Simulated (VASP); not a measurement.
# Cd2TeO (P-4m2) in VASP: density of states with PBE

Aim: the density of states of Cd2TeO with PBE.

All numbers are computed with VASP 6.6.1; they aren't measurements. Logs are shortened: lines on timing, memory, paths and dates and some standing lists are left out, and cuts for length are marked.

## Step 1: The structure

It takes space group P-4m2 (No. 115, tetragonal). The conventional cell has a = 4.199 Å, b = 4.199 Å, c = 5.689 Å, α = 90.00°, β = 90.00°, γ = 90.00°. Cd (site symmetry 2mm) has 2 O at 2.31 Å as nearest neighbours. Te (site symmetry -4m2) has 4 Cd at 2.81 Å as nearest neighbours. O (site symmetry -4m2) is surrounded by 4 Cd at 2.31 Å.

The cell was built by a generator and needn't be a form met in nature.

## Step 2: Density of states, PBE

Input file POSCAR:

```
Cd2TeO                                  
1.0
    4.1991141830      0.0000000000     -0.0000000000
    0.0000000000      4.1991141830      0.0000000000
   -0.0000000000      0.0000000000      5.6887364601
  Cd              Te              O             
     2     1     1
Direct
     0.5000000000000000    1.0000000000000000    0.6710784227906170
     1.0000000000000000    0.5000000000000000    0.3289215772093901
     1.0000000000000000    1.0000000000000000    0.0000000000000000
     0.5000000000000000    0.5000000000000000    0.5000000000000000
```

Input file INCAR.step1:

```
ALGO     = Normal         # electronic algorithm
EDIFF    = 1E-7           # SCF threshold, eV
ENCUT    = 520            # plane-wave cutoff, eV
GGA      = PE             # functional
ISIF     = 2              # what is computed and relaxed
ISMEAR   = 0              # smearing method
KPAR     = 4            
LASPH    = T              # aspherical terms in the spheres
LCHARG   = T              # write CHGCAR
LREAL    = F              # projectors in reciprocal space
LWAVE    = F              # write WAVECAR
NELM     = 100            # most SCF steps
PREC     = Accurate       # precision mode
SIGMA    = 0.1            # smearing width, eV
```

Input file KPOINTS.step1:

```
k-points
0
Gamma
  8 8 6
```

Input file INCAR.step2:

```
ALGO     = Normal         # electronic algorithm
EDIFF    = 1E-7           # SCF threshold, eV
ENCUT    = 520            # plane-wave cutoff, eV
GGA      = PE             # functional
ICHARG   = 11             # starting density
ISIF     = 2              # what is computed and relaxed
ISMEAR   = -5             # smearing method
KPAR     = 4            
LASPH    = T              # aspherical terms in the spheres
LCHARG   = F              # write CHGCAR
LORBIT   = 10             # projections on sites
LREAL    = F              # projectors in reciprocal space
LWAVE    = F              # write WAVECAR
NEDOS    = 1001           # points of the DOS
NELM     = 100            # most SCF steps
PREC     = Accurate       # precision mode
SIGMA    = 0.1            # smearing width, eV
```

Input file KPOINTS.step2:

```
k-points
0
Gamma
  12 12 9
```

Potentials or basis: VASP PAW PBE potentials, release 64 (Cd, Te, O).

Command:

```sh
$ cat potpaw_PBE.64/Cd/POTCAR potpaw_PBE.64/Te/POTCAR potpaw_PBE.64/O/POTCAR > POTCAR
$ cp INCAR.step1 INCAR
$ cp KPOINTS.step1 KPOINTS
$ mpirun -np 4 vasp_std > vasp.out
$ cp INCAR.step2 INCAR
$ cp KPOINTS.step2 KPOINTS
$ mpirun -np 4 vasp_std > vasp.out
```

OUTCAR:

```text
EDIFF = 1E-7
   ENCUT = 520
   GGA = PE
   ICHARG = 11
   ISIF = 2
   ISMEAR = -5
   LASPH = T
   LORBIT = 10
   LREAL = F
   NELM = 100
   PREC = Accurate

 ion  position               nearest neighbor table
   1  0.500  0.000  0.671-   4 2.31   4 2.31   3 2.81   3 2.81   2 3.55   2 3.55   2 3.55   2 3.55

   2  0.000  0.500  0.329-   4 2.31   4 2.31   3 2.81   3 2.81   1 3.55   1 3.55   1 3.55   1 3.55

   3  0.000  0.000  0.000-   1 2.81   1 2.81   2 2.81   2 2.81
   4  0.500  0.500  0.500-   2 2.31   2 2.31   1 2.31   1 2.31

  LATTYP: Found a simple tetragonal cell.
 ALAT       =     4.1991141830
 C/A-ratio  =     1.3547467900

  Lattice vectors:

 A1 = (   4.1991141830,   0.0000000000,   0.0000000000)
 A2 = (   0.0000000000,   4.1991141830,   0.0000000000)
 A3 = (   0.0000000000,   0.0000000000,   5.6887364601)

Analysis of symmetry for initial positions (statically):
=====================================================================
 Subroutine PRICEL returns:
 Original cell was already a primitive cell.

 Routine SETGRP: Setting up the symmetry group for a
 simple tetragonal supercell.

 Subroutine GETGRP returns: Found  8 space group operations
 (whereof  8 operations were pure point group operations)
 out of a pool of 16 trial point group operations.

The static configuration has the point symmetry D_2d.

Analysis of symmetry for dynamics (positions and initial velocities):
=====================================================================
 Subroutine PRICEL returns:
 Original cell was already a primitive cell.

 Routine SETGRP: Setting up the symmetry group for a
 simple tetragonal supercell.

 Subroutine GETGRP returns: Found  8 space group operations
 (whereof  8 operations were pure point group operations)
 out of a pool of 16 trial point group operations.

The dynamic configuration has the point symmetry D_2d.

 Subroutine INISYM returns: Found  8 space group operations
 (whereof  8 operations are pure point group operations),
 and found     1 'primitive' translations

----------------------------------------------------------------------------------------

                                     Primitive cell

  volume of cell :     100.3070

  direct lattice vectors                    reciprocal lattice vectors
     4.199114183  0.000000000  0.000000000     0.238145465  0.000000000  0.000000000
     0.000000000  4.199114183  0.000000000     0.000000000  0.238145465  0.000000000
     0.000000000  0.000000000  5.688736460     0.000000000  0.000000000  0.175785960

  length of vectors
     4.199114183  4.199114183  5.688736460     0.238145465  0.238145465  0.175785960

  position of ions in fractional coordinates (direct lattice)
     0.500000000  0.000000000  0.671078423
     0.000000000  0.500000000  0.328921577
     0.000000000  0.000000000  0.000000000
     0.500000000  0.500000000  0.500000000

  ion indices of the primitive-cell ions
   primitive index   ion index
                 1           1
                 2           2
                 3           3
                 4           4

----------------------------------------------------------------------------------------

 KPOINTS: k-points

Automatic generation of k-mesh.
 Grid dimensions read from file:
 generate k-points for:   12   12    9

 Generating k-lattice:

  Cartesian coordinates                     Fractional coordinates (reciprocal lattice)
     0.019845455  0.000000000  0.000000000     0.083333333  0.000000000  0.000000000
     0.000000000  0.019845455  0.000000000     0.000000000  0.083333333  0.000000000
     0.000000000  0.000000000  0.019531773     0.000000000  0.000000000  0.111111111

  Length of vectors
     0.019845455  0.019845455  0.019531773

  Shift w.r.t. Gamma in fractional coordinates (k-lattice)
     0.000000000  0.000000000  0.000000000

 TETIRR: Found   1950 inequivalent tetrahedra from     7776

 Subroutine IBZKPT returns following result:
 ===========================================

 Found    140 irreducible k-points:

 Following reciprocal coordinates:
            Coordinates               Weight
  0.000000  0.000000  0.000000      1.000000
  0.083333  0.000000  0.000000      4.000000
  0.166667  0.000000  0.000000      4.000000
  0.250000  0.000000  0.000000      4.000000
  0.333333  0.000000  0.000000      4.000000
  0.416667  0.000000  0.000000      4.000000
[... 16 lines left out ...]
  0.333333  0.333333  0.000000      4.000000
  0.416667  0.333333  0.000000      8.000000
 [... further k-points ...]
   k-points           NKPTS =    140   k-points in BZ     NKDIM =    140   number of bands    NBANDS=     22
   number of dos      NEDOS =   1001   number of ions     NIONS =      4
   total plane-waves  NPLWV =  43008
   dimension x,y,z NGX =    32 NGY =   32 NGZ =   42
   dimension x,y,z NGXF=    64 NGYF=   64 NGZF=   84
   ions per type =               2   1   1
   NGX,Y,Z   is equivalent  to a cutoff of  12.67, 12.67, 12.27 a.u.
   NGXF,Y,Z  is equivalent  to a cutoff of  25.34, 25.34, 24.55 a.u.
 SYSTEM =  unknown system
   PREC   = accura    normal or accurate (medium, high low for compatibility)
   ISTART =      0    job   : 0-new  1-cont  2-samecut
   ICHARG =     11    charge: 1-file 2-atom 10-const
   ISPIN  =      1    spin polarized calculation?
   LNONCOLLINEAR =      F non collinear calculations
   LSORBIT =      F    spin-orbit coupling
   LASPH  =      T    aspherical Exc in radial PAW
   ENCUT  =  520.0 eV  38.22 Ry    6.18 a.u.   7.81  7.81 10.58*2*pi/ulx,y,z
   NELM   =    100;   NELMIN=  2; NELMDL=  0     # of ELM steps
   EDIFF  = 0.1E-06   stopping-criterion for ELM
   LREAL  =      F    real-space projection
   EDIFFG = 0.1E-05   stopping-criterion for IOM
   NSW    =      0    number of steps for IOM
   IBRION =     -1    ionic relax: 0-MD 1-quasi-New 2-CG
   NFREE  =      0    steps in history (QN), initial steepest desc. (CG)
   ISIF   =      2    stress and relaxation
   ISYM   =      2    0-nonsym 1-usesym 2-fastsym
   POTIM  = 0.5000    time-step for ionic-motion
   TEBEG  =    0.0;   TEEND  =   0.0 temperature during run
   PSTRESS=    0.0 pullay stress
   NELECT =      36.0000    total number of electrons
   NUPDOWN=      -1.0000    fix difference up-down
   EMIN   =  10.00;   EMAX   =-10.00  energy-range for DOS
   EFERMI =   0.00;   METHOD = LEGACY
   ISMEAR =    -5;   SIGMA  =   0.10  broadening in eV -4-tet -1-fermi 0-gaus
   EFERMI_NEDOS =   21; number of points for ismear=-14 and -15
   IALGO  =     38    algorithm
   IMIX   =      4    mixing-type and parameters
     AMIX     =   0.40;   BMIX     =  1.00
     AMIX_MAG =   1.60;   BMIX_MAG =  1.00
  volume/ion in A,a.u.               =      25.08       169.23
  Fermi-wavevector in a.u.,A,eV,Ry     =   1.163408  2.198522 18.415724  1.353517
  Thomas-Fermi vector in A             =   2.299958
   LORBIT       =     10    0 simple, 1 ext, 2 COOP (PROOUT), +10 PAW based schemes
   GGA     = PE    functional components
   LHFCALC =     F    Hartree Fock is set to
   AEXX    =    0.0000 exact exchange contribution
   IVDW    =     0    specifies the selected vdW correction
   LEPSILON=     F    determine dielectric tensor
   LRPA    =     F    only Hartree local field effects (RPA)
 non-spin polarized calculation
 Fermi weights with tetrahedron method with Bloechl corrections
  energy-cutoff  :      520.00
  volume of cell :      100.31
 maximum number of plane-waves:      2728
 NGX is ok and might be reduce to    32

 number of electron      36.0000024 magnetization

 Free energy of the ion-electron system (eV)
  ---------------------------------------------------
  ext. energy  EPLUGINS =         0.00000000
  ---------------------------------------------------
  free energy    TOTEN  =       -11.83894342 eV

  energy without entropy =      -11.83894342  energy(sigma->0) =      -11.83894342

 E-fermi :   2.0590     XC(G=0):  -9.2140

 val. band max:        2.0976979244   @ k =   0.4167   0.0000   0.4444
 cond. band min:       2.0877515790   @ k =   0.0833   0.0000   0.1111
 fundamental gap:     -0.0099463453
 Fermi energy:         2.0589901410

 k-point     1 :       0.0000    0.0000    0.0000
  band No.  band energies     occupation
      1     -15.0294      2.00000
      2      -8.9448      2.00000
      3      -6.1395      2.00000
      4      -6.1395      2.00000
      5      -6.0398      2.00000
      6      -5.9629      2.00000
[... 14 lines left out ...]
     21       5.9339      0.00000
     22       9.0050      0.00000

 k-point     2 :       0.0833    0.0000    0.0000
  band No.  band energies     occupation
      1     -15.0247      2.00000
      2      -8.9272      2.00000
      3      -6.1401      2.00000
      4      -6.1374      2.00000
      5      -6.0305      2.00000
      6      -5.9624      2.00000
[... 14 lines left out ...]
     21       6.2032      0.00000
     22       8.6297      0.00000

 k-point     3 :       0.1667    0.0000    0.0000
  band No.  band energies     occupation
      1     -15.0121      2.00000
      2      -8.8781      2.00000
      3      -6.1369      2.00000
      4      -6.1313      2.00000
      5      -6.0212      2.00000
      6      -5.9512      2.00000
[... 14 lines left out ...]
     21       6.6789      0.00000
     22       8.2139      0.00000

 k-point     4 :       0.2500    0.0000    0.0000
  band No.  band energies     occupation
      1     -14.9948      2.00000
      2      -8.8092      2.00000
      3      -6.1353      2.00000
      4      -6.1218      2.00000
      5      -6.0056      2.00000
      6      -5.9532      2.00000
[... 14 lines left out ...]
     21       6.6483      0.00000
     22       7.6193      0.00000

 k-point     5 :       0.3333    0.0000    0.0000
  band No.  band energies     occupation
      1     -14.9774      2.00000
      2      -8.7381      2.00000
      3      -6.1444      2.00000
      4      -6.1099      2.00000
      5      -5.9955      2.00000
      6      -5.9458      2.00000
[... 417 lines left out ...]
 k-point    22 :       0.5000    0.2500    0.0000
  band No.  band energies     occupation
      1     -14.9270      2.00000
      2      -8.5504      2.00000
      3      -6.0722      2.00000
      4      -6.0680      2.00000
      5      -6.0046      2.00000
      6      -5.8574      2.00000
[... 14 lines left out ...]
     21       6.0716      0.00000
     22       6.7887      0.00000

 k-point    23 :       0.3333    0.3333    0.0000
  band No.  band energies     occupation
      1     -14.9273      2.00000
      2      -8.5553      2.00000
      3      -6.0577      2.00000
      4      -6.0421      2.00000
      5      -6.0102      2.00000
      6      -5.8934      2.00000
[... 14 lines left out ...]
     21       6.2365      0.00000
     22       6.2502      0.00000

 k-point    24 :       0.4167    0.3333    0.0000
  band No.  band energies     occupation
      1     -14.9149      2.00000
      2      -8.5095      2.00000
      3      -6.0464      2.00000
      4      -6.0374      2.00000
      5      -6.0059      2.00000
      6      -5.8580      2.00000
[... 14 lines left out ...]
     21       5.9062      0.00000
     22       6.2477      0.00000

 [... further k-points ...]
[... 5 lines left out ...]
  --------------------------------------------------------------------------------------
  -------------------------------------------------------------------------------------
  Total       -0.0054680     -0.0054680     -0.1169646      0.0000000      0.0000000      0.0000000
  in kB       -0.0873397     -0.0873397     -1.8682457      0.0000000      0.0000000      0.0000000
  external PRESSURE =      -0.6809750 kB  Pullay stress =       0.0000000 kB

 VOLUME and BASIS-vectors are now :
 -----------------------------------------------------------------------------
  energy-cutoff  :      520.00
  volume of cell :      100.31
      direct lattice vectors                 reciprocal lattice vectors
     4.199114183  0.000000000  0.000000000     0.238145465  0.000000000  0.000000000
     0.000000000  4.199114183  0.000000000     0.000000000  0.238145465  0.000000000
     0.000000000  0.000000000  5.688736460     0.000000000  0.000000000  0.175785960

 POSITION                                       TOTAL-FORCE (eV/Angst)
 -----------------------------------------------------------------------------------
      2.09956      0.00000      3.81759         0.000000      0.000000      0.005790
      0.00000      2.09956      1.87115        -0.000000      0.000000     -0.005790
      0.00000      0.00000      0.00000        -0.000000      0.000000      0.000000
      2.09956      2.09956      2.84437        -0.000000     -0.000000      0.000000
 -----------------------------------------------------------------------------------
    total drift:                                0.000000      0.000000      0.000000

  FREE ENERGIE OF THE ION-ELECTRON SYSTEM (eV)
  ---------------------------------------------------
  free  energy   TOTEN  =       -11.8389434201 eV

  energy  without entropy=      -11.8389434201  energy(sigma->0) =      -11.83894342

 total charge

# of ion       s       p       d       tot
------------------------------------------
    1        0.414   0.262   9.569  10.245
    2        0.414   0.262   9.569  10.245
    3        1.360   2.062   0.020   3.443
    4        1.569   3.299   0.000   4.868
--------------------------------------------------
tot          3.757   5.886  19.159  28.801
```

Wall time 64 s (4 MPI ranks of Intel Xeon Platinum 8488C (Sapphire Rapids), shared host); peak memory 0.42 GiB.

Results:

- Valence electrons inside the program's atomic spheres: Cd 10.24; Te 3.44; O 4.87

States per cell in windows of 0.5 eV (zero at the Fermi level; states under -8 eV left out):
```csv
from (eV),total,Cd1_d,Cd2_d,O4_p,Te3_p,Cd1_s,Cd2_s
-8.0,13.70,6.38,6.38,0.06,0.03,0.01,0.01
-7.5,1.65,0.72,0.72,0.01,0.00,0.00,0.00
-7.0,0.00,0.00,0.00,0.00,0.00,0.00,0.00
-6.5,0.00,0.00,0.00,0.00,0.00,0.00,0.00
-6.0,0.00,0.00,0.00,0.00,0.00,0.00,0.00
-5.5,0.00,0.00,0.00,0.00,0.00,0.00,0.00
-5.0,0.38,0.01,0.01,0.07,0.03,0.03,0.03
-4.5,1.32,0.03,0.03,0.26,0.13,0.12,0.12
-4.0,1.40,0.03,0.03,0.25,0.17,0.12,0.12
-3.5,0.54,0.02,0.02,0.15,0.04,0.03,0.03
-3.0,1.68,0.04,0.04,0.71,0.09,0.02,0.02
-2.5,1.69,0.05,0.05,0.57,0.22,0.02,0.02
-2.0,1.97,0.06,0.06,0.55,0.36,0.02,0.02
-1.5,1.30,0.04,0.04,0.35,0.29,0.01,0.01
-1.0,0.80,0.02,0.02,0.15,0.24,0.00,0.00
-0.5,0.98,0.02,0.02,0.06,0.41,0.00,0.00
0.0,0.08,0.00,0.00,0.01,0.02,0.00,0.00
0.5,0.19,0.00,0.00,0.02,0.02,0.02,0.02
1.0,0.43,0.00,0.00,0.04,0.04,0.04,0.04
1.5,0.63,0.01,0.01,0.06,0.06,0.05,0.05
2.0,0.48,0.01,0.01,0.05,0.03,0.03,0.03
2.5,0.33,0.00,0.00,0.05,0.02,0.03,0.03
3.0,0.90,0.01,0.01,0.14,0.05,0.09,0.09
3.5,1.11,0.01,0.01,0.14,0.08,0.13,0.13
4.0,0.78,0.01,0.01,0.05,0.05,0.04,0.04
4.5,1.40,0.02,0.02,0.07,0.10,0.05,0.05
5.0,0.64,0.01,0.01,0.03,0.04,0.02,0.02
5.5,0.88,0.01,0.01,0.04,0.04,0.01,0.01
6.0,0.14,0.00,0.00,0.01,0.00,0.00,0.00
6.5,0.00,0.00,0.00,0.00,0.00,0.00,0.00
7.0,0.00,0.00,0.00,0.00,0.00,0.00,0.00
7.5,0.00,0.00,0.00,0.00,0.00,0.00,0.00
```

Caveat: tetrahedron occupations give inexact forces and stress in metals.
